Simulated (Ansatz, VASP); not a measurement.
# Cross-check of Sn between VASP and Ansatz, part 2 of 2

Aim: how closely do two programs agree when they are given the same cell, functional and k mesh? The cell is taken from a series of runs on this material, whose earlier steps may have relaxed, scaled, displaced or heated it; both programs get it as it stands.

VASP 6.6.1 and Ansatz 0.2.0.

So far: The starting structure; VASP: zone-centre phonons, LDA.

### 2. VASP: zone-centre phonons, LDA (continued)

Level of this step: LDA; plane waves and PAW (Sn_d) (VASP).

Numbers of over 12 decimals in the logs are rounded to 6 here.

From OUTCAR (step 2):

```text
ion  position               nearest neighbor table
   1  0.503  0.503  0.497-   2 2.81   2 2.81   2 2.83   2 2.83
   2  0.747  0.747  0.753-   1 2.81   1 2.81   1 2.83   1 2.83

  LATTYP: Found a body centered orthorhombic cell.
 ALAT       =     4.5664073785
 B/A-ratio  =     1.0322726369
 C/A-ratio  =     1.3974125550

 Subroutine GETGRP returns: Found  4 space group operations
 (whereof  2 operations were pure point group operations)

The static configuration has the point symmetry C_1h.
 The point group associated with its full space group is C_2h.

   k-points           NKPTS =   1728   k-points in BZ     NKDIM =   1728   number of bands    NBANDS=     20

   dimension x,y,z NGX =    36 NGY =   36 NGZ =   36
   dimension x,y,z NGXF=    72 NGYF=   72 NGZF=   72

   ENCUT  =  500.0 eV  36.75 Ry    6.06 a.u.   8.34  8.34  8.59*2*pi/ulx,y,z

   NELECT =      28.0000    total number of electrons

 k-points in reciprocal lattice and weights: Points of the shifted mesh
   0.04166667  0.04166667  0.04166667       0.001
   0.04166667  0.04166667  0.12500000       0.001
   0.04166667  0.04166667  0.20833333       0.001
   0.04166667  0.04166667  0.29166667       0.001
   0.04166667  0.04166667  0.37500000       0.001
   0.04166667  0.04166667  0.45833333       0.001
   0.04166667  0.04166667  0.54166667       0.001
   0.04166667  0.04166667  0.62500000       0.001
   0.04166667  0.04166667  0.70833333       0.001
[...]
0.95833333  0.95833333  0.87500000       0.001
   0.95833333  0.95833333  0.95833333       0.001

 average (electrostatic) potential at core
       1-101.4432       2-101.4432

  Total       -0.3641337     -0.3641337      0.0077830     -0.3736699      0.0039157      0.0039157
  in kB       -8.4949042     -8.4949042      0.1815712     -8.7173746      0.0913502      0.0913493
  external PRESSURE =      -5.6027457 kB  Pullay stress =       0.0000000 kB

  energy-cutoff  :      500.00
  volume of cell :       68.68
      direct lattice vectors                 reciprocal lattice vectors
     0.052103166  3.281040789  3.190577501    -0.154849693  0.154849693  0.156711442
     3.281040789  0.052103166  3.190577501     0.154849693 -0.154849693  0.156711442
     3.333143954  3.333143954  0.000000000     0.150008523  0.150008523 -0.156711442

 POSITION                                       TOTAL-FORCE (eV/Angst)
 -----------------------------------------------------------------------------------
      3.33348      3.33348      3.20860        -0.002054     -0.002054     -0.001137
      4.99938      4.99938      4.76784         0.002054      0.002054      0.001137
 -----------------------------------------------------------------------------------
    total drift:                                0.000000     -0.000000     -0.000000

 Eigenvectors and eigenvalues of the dynamical matrix
 ----------------------------------------------------

   1 f  =    5.425681 THz    34.090562 2PiTHz  180.981251 cm-1    22.438805 meV
             X         Y         Z           dx          dy          dz
      3.333478  3.333478  3.208601    -0.473164   -0.473164    0.228542
      4.999382  4.999382  4.767842     0.473164    0.473164   -0.228542

   2 f  =    5.368104 THz    33.728792 2PiTHz  179.060673 cm-1    22.200684 meV
             X         Y         Z           dx          dy          dz
      3.333478  3.333478  3.208601    -0.161603   -0.161603   -0.669155
      4.999382  4.999382  4.767842     0.161603    0.161603    0.669155

   3 f  =    5.220886 THz    32.803795 2PiTHz  174.150014 cm-1    21.591840 meV
             X         Y         Z           dx          dy          dz
      3.333478  3.333478  3.208601    -0.500000    0.500000   -0.000000
      4.999382  4.999382  4.767842     0.500000   -0.500000   -0.000000

   4 f  =    0.000000 THz     0.000000 2PiTHz    0.000002 cm-1     0.000000 meV
             X         Y         Z           dx          dy          dz
      3.333478  3.333478  3.208601     0.115531   -0.503009   -0.483357
      4.999382  4.999382  4.767842     0.115531   -0.503009   -0.483357

   5 f/i=    0.000000 THz     0.000000 2PiTHz    0.000001 cm-1     0.000000 meV
             X         Y         Z           dx          dy          dz
      3.333478  3.333478  3.208601     0.671726   -0.051996    0.214664
      4.999382  4.999382  4.767842     0.671726   -0.051996    0.214664

   6 f/i=    0.000000 THz     0.000000 2PiTHz    0.000002 cm-1     0.000000 meV
             X         Y         Z           dx          dy          dz
      3.333478  3.333478  3.208601    -0.188247   -0.494245    0.469346
      4.999382  4.999382  4.767842    -0.188247   -0.494245    0.469346

 ELASTIC MODULI CONTR FROM IONIC RELAXATION (kBar)
 Direction    XX          YY          ZZ          XY          YZ          ZX
 --------------------------------------------------------------------------------
 XX          -1.9870      0.7523      0.1906     -6.0820    -22.2140      9.7151
 YY           0.7523     -1.9870      0.1906     -0.3940      5.6128    -23.8164
 ZZ           0.1906      0.1906     -2.6344     25.6519     -3.1602      2.4874
 XY          -6.0820     -0.3940     25.6519   -258.8548    -17.6519     -5.1425
 YZ         -22.2140      5.6128     -3.1602    -17.6519   -265.6485     76.2093
 ZX           9.7151    -23.8164      2.4874     -5.1425     76.2093   -285.7836
 --------------------------------------------------------------------------------
```

Energies printed during the response cycles are not total energies of the cell.

### 3. Ansatz: zone-centre phonons, LDA

Ansatz runs on its PAW soft_1 files.

The same cell, functional (in two slightly different forms), mesh and smearing now go to Ansatz, which takes its cutoff from its data sets.

Input file input.yaml:

```yaml
crystal:
  lattice:
    - [0.0521031657, 3.2810407887, 3.1905775009]
    - [3.2810407887, 0.0521031657, 3.1905775009]
    - [3.3331439544, 3.3331439544, 0.0]
  atoms:
    - { symbol: Sn, position: [0.5028245442, 0.5028245442, 0.4972757556] }
    - { symbol: Sn, position: [0.7471754558, 0.7471754558, 0.7527242444] }
kpoints:
  mp_grid: { grid: [12, 12, 12], shift: [0.5, 0.5, 0.5] }
hamiltonian:
  xc: lda
  pseudopotentials: { kind: paw, azcp: { folder: soft_1 }, xc_functional: pbe }
scf:
  occupations: { method: gaussian, width: 0.015 }
output:
  eigenvalues: true
phonons:
  method: dfpt
```

Started as:

```sh
$ ansatz run input.yaml --threads 4 --pin off --max-ram 10240MiB --backend cpu --events-out ev --progress --plain --runs-dir out
```

Log:

```text
Engine: ansatz 0.2.0, aarch64-unknown-linux-gnu
Pseudopotentials: kind: paw
Pseudopotential: Sn, paw, valence charge 14, recommended cutoff 420 eV (normal), soft_1/Sn.paw.azcp
Functional definition: SPW92
  exchange = slater_x
  correlation = pw_c
Crystal: 2 atoms, lattice volume = 68.677 Å³
Basis set: ecut = 420 eV, 1355 PW (Γ), exchange–correlation on 64×64×64 points (8 copies of the dense FFT grid, shifted against one another)
Bands: 18, of which v1, the nominal top of the filled ones, is band 14 counted from 1 (13 counted from 0)
Symmetry: 4 space group operations
k-points: 864 of 1728 (irreducible under 1 space group operation, time reversal used)
Non-local potential: Sn, projectors of the file, l = 0: 2, l = 1: 2, l = 2: 2, l = 3: 1
PAW form: soft (Blöchl's): semilocal exchange-correlation on the pseudo side does not see the compensation charge
PAW frozen core: Sn, regenerated for the run's functional, and the local potential with it (the file was generated under x = pbe(κ = 0.804, μ = 0.219515), c = pbe(β = 0.066725))
PAW one-centre angular grid: Sn, 590 points (default); XC on 64 Gauss nodes
Initial density: superposition of atomic densities (chi_scale 0.1, normalization cell)
Initial wavefunctions: pseudopotential atomic-orbital guess
Functional: x = slater, c = lda
SCF iter   1: F=—  HF=-11759.266083 eV  |F-HF|=—  |Δ(HF+E_count)|=         —  Δρ=2.23e-2  dr2=3.83e-1  ethr=3.10e-3  ⟨swp⟩=6.0  Hψ=84383  notcnv=0
preconditioner: auto → none  [insulator: Δε(μ)=0.044 eV  Ē_g=19.912 eV  σ=0.015 eV  W_gap=0.50  n_scr=14 (ndim 8)  ℏωp=23.7 eV  f_vac=0.006  D(μ)=0.18/eV (n_scr^D=0)  ε∞_Penn≈2.4]
SCF iter   2: F=—  HF=-11759.152081 eV  |F-HF|=—  |Δ(HF+E_count)|=   1.14e-1  Δρ=9.24e-3  dr2=6.13e-2  ethr=1.37e-3  ⟨swp⟩=2.0  Hψ=25905  notcnv=0
SCF iter   3: F=—  HF=-11759.137804 eV  |F-HF|=—  |Δ(HF+E_count)|=   1.43e-2  Δρ=1.04e-3  dr2=5.37e-4  ethr=2.19e-4  ⟨swp⟩=2.0  Hψ=22474  notcnv=0
SCF iter   4: F=—  HF=-11759.137897 eV  |F-HF|=—  |Δ(HF+E_count)|=   9.33e-5  Δρ=4.70e-4  dr2=5.96e-5  ethr=1.92e-6  ⟨swp⟩=2.0  Hψ=31066  notcnv=0
SCF iter   5: F=—  HF=-11759.137891 eV  |F-HF|=—  |Δ(HF+E_count)|=   5.96e-6  Δρ=1.41e-4  dr2=5.25e-6  ethr=2.13e-7  ⟨swp⟩=2.7  Hψ=27490  notcnv=0
SCF iter   6: F=—  HF=-11759.137892 eV  |F-HF|=—  |Δ(HF+E_count)|=   5.67e-7  Δρ=2.68e-5  dr2=3.35e-7  ethr=1.87e-8  ⟨swp⟩=2.0  Hψ=27274  notcnv=0
SCF iter   7: F=—  HF=-11759.137892 eV  |F-HF|=—  |Δ(HF+E_count)|=   5.19e-8  Δρ=8.79e-6  dr2=3.89e-8  ethr=1.20e-9  ⟨swp⟩=1.1  Hψ=16043  notcnv=0
SCF iter   8: F=—  HF=-11759.137892 eV  |F-HF|=—  |Δ(HF+E_count)|=   1.59e-8  Δρ=3.97e-7  dr2=1.27e-10  ethr=1.39e-10  ⟨swp⟩=2.2  Hψ=26640  notcnv=0
SCF iter   9: F=—  HF=-11759.137892 eV  |F-HF|=—  |Δ(HF+E_count)|=  1.82e-12  Δρ=1.37e-7  dr2=2.15e-11  ethr=1.00e-12  ⟨swp⟩=7.8  Hψ=75003  notcnv=0
SCF iter  10: F=-11759.137892 eV  HF=-11759.137892 eV  |F-HF|=1.82e-12  |Δ(HF+E_count)|=  9.09e-12  Δρ=4.02e-8  dr2=1.47e-12  ethr=1.00e-12  ⟨swp⟩=6.4  Hψ=70590  notcnv=0
SCF 1 converged in 10 iterations: F = -11759.137892 eV  dr2 = 1.47e-12
  greatest PAW one-centre occupation: 0.992 electrons in one spin orbital (limit 2), on the Sn atom at site 1 (counted from 0), in its partial waves of l = 2
DFPT response loops at Γ: preconditioner auto → Kerker (q_TF=auto, 2.349 Å⁻¹) (partly filled bands, converged f_vac=0.084); β = 1.00, the filter's whole step (`scf.mixing.beta` (0.50) is not read by the response loops under this deck's `scf.mixing.preconditioner`; to damp them name `kerker` or `kerker_dos`, under which they read `scf.mixing.beta`, and type it under 1.00, their step now; both keys bind the ground state too); Broyden in place of MSR1
SCF converged after 10 iterations
Free energy (F): -11759.137892 eV
Harris-Foulkes:  -11759.137892 eV  (|F-HF|=1.82e-12)
Internal energy: -11759.137849 eV  (E = F + TS)
E sigma→0 (E₀):  -11759.137870 eV
Entropy (-TS):   -0.000043 eV (-0.021 meV/atom)
Fermi energy:    7.484807 eV
--- Per-component energies (eV) ---
  E_band       = -256.165688
  E_kinetic    = 338.921809
  E_local      = -2634.977168  (includes V_loc(G=0)·N_el)
  E_nonlocal   = 298.947231
  E_hartree    = 1277.547158
  E_xc         = -249.906314
  E_vxc        = -162.172608  (∫ρ·V_xc dr)
  E_paw        = -8451.285530  (= ΣΔE_a)
  E_vpaw       = -651.979827  (= ΣTr[D̂ρ^β])
  E_aug_tail   = 0.000545  (compensation charges beyond the density's cutoff)
  E_ewald      = -2339.235362
  E_core_change = 0.849782  (= ΣΔE_core)
  E_smearing   = -0.000043  (= −TS)
  E_closure    = -0.000000  (closes the sum)
  Σ components = -11759.137892   (vs F -11759.137892, Δ=0.00e0)
--- Band table (eV; the first three rows and the last of 864) ---
  k-point 0: bands = [... 10 lower, -3.1293, 6.2772, 7.4990, 7.6010, 7.7302, 9.6140, 9.6678, 9.8170]
  k-point 1: bands = [... 10 lower, -3.0448, 5.4223, 7.1947, 7.5222, 8.1490, 9.9079, 9.9258, 10.0358]
  k-point 2: bands = [... 10 lower, -2.8337, 4.2662, 6.8012, 7.2395, 8.2187, 10.2236, 10.3898, 10.8925]
  k-point 863: bands = [... 10 lower, -1.4764, 1.1797, 5.9874, 6.3825, 7.4314, 10.5663, 10.7894, 13.0515]
--- Phonons (Γ-DFPT): 2 representative perturbations + reference, on 864 of 1728 k-points (Σ response iterations 6) ---
  k mesh reduced under 1 symmetry operation, with k and −k counted as one. Each operation leaves every solved perturbation unchanged. A smaller set is not used because it would not reduce the number of displacements times k-points to solve
  ASR residual: 6.722e-6 → 0.000e0 eV/Å²; symmetrization residual: 1.193e-6 eV/Å²
  ASR residual per site (eV/Å²): 6.72e-6 6.72e-6
  Γ frequencies (cm⁻¹): 0.00 0.00 0.00 177.55 179.51 182.63
  non-analytic LO–TO correction: not included (Born effective charges unavailable; polar crystals: no LO–TO splitting at Γ)
```

In the SCF lines HF is the Harris–Foulkes energy and dr2 the Hartree energy of the density residual, in eV; the loop may stop once dr2 is under the threshold and the program's other checks hold. Hψ counts applications of the Hamiltonian.

### 4. Comparison

Known differences besides the potentials themselves: the two LDA forms differ slightly; the cutoff is 420 eV in Ansatz and 500 eV in VASP; VASP's log shows a relativistic correction to its local exchange, Ansatz's none. Total energies have different zeros and are not compared.

The two programs side by side:

```
             quantity  Ansatz   VASP  difference
optical mode 1 (cm⁻¹)   177.6  174.2     +1.95 %
optical mode 2 (cm⁻¹)   179.5  179.1     +0.25 %
optical mode 3 (cm⁻¹)   182.6  181.0     +0.91 %
```

Modes are paired by rising frequency, not by their patterns, so a pair may set unlike modes beside each other; they are those without the splitting of longitudinal modes.

### 5. What came out

- r.m.s. difference of the optical zone-centre modes, each program's sorted by frequency (zone-centre phonons, LDA): 2.2 cm⁻¹
- difference in optical mode 1 (zone-centre phonons, LDA): +2.0 %

In words: The r.m.s. difference of the optical zone-centre modes, each program's sorted by frequency is 2.2 cm⁻¹ (zone-centre phonons, LDA). Among the rows given in per cent, the largest difference of the zone-centre phonons, LDA pair is in optical mode 1, +2.0 %. How closely two codes agree says nothing of how well the functional describes the real material.

[Lines on the potential files, build, host, timing and source positions are cut from VASP's logs without a mark.]

[Logs are printed without paths, hosts, clocks, repeated set-up lines and the standing remarks that a program may print on its own settings, such as how far it seeks lower states.]

[Hosts, paths, dates, database ids (printed as entryN), source tags and the programs' standing remarks are cut or masked in the printed files.]
